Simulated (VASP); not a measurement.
Consider the following.

```
CELL_PARAMETERS angstrom
      0.00000     2.59765     2.59765
      2.59765     0.00000     2.59765
      2.59765     2.59765     0.00000
ATOMIC_POSITIONS crystal
  Mg 0.00000 0.00000 0.00000
  S  0.50000 0.50000 0.50000
```

Method: vdW-DF-cx, VASP's PBE PAW potentials (set 64) (plane waves; VASP). Run with 520 eV cut-off, Gaussian smearing of 0.050 eV, potentials Mg S.

Question: Give the energies of bands 2 to 7 at the high-symmetry points, in eV from the valence-band maximum.

Answer: 
```tsv
band	Γ	X	U	L	W
2	0.00	-4.24	-3.73	-4.85	-3.26
3	0.00	-1.70	-3.20	-0.60	-3.26
4	0.00	-1.70	-1.38	-0.60	-2.36
5	3.83	2.89	3.98	4.54	5.36
6	7.92	4.34	6.71	6.93	7.94
7	7.92	12.07	9.76	6.93	7.94
```

The gap is indirect, 2.89 eV, from the valence maximum at Γ to the conduction minimum at X.

The compound is MgS in the rock salt structure. It was relaxed first.
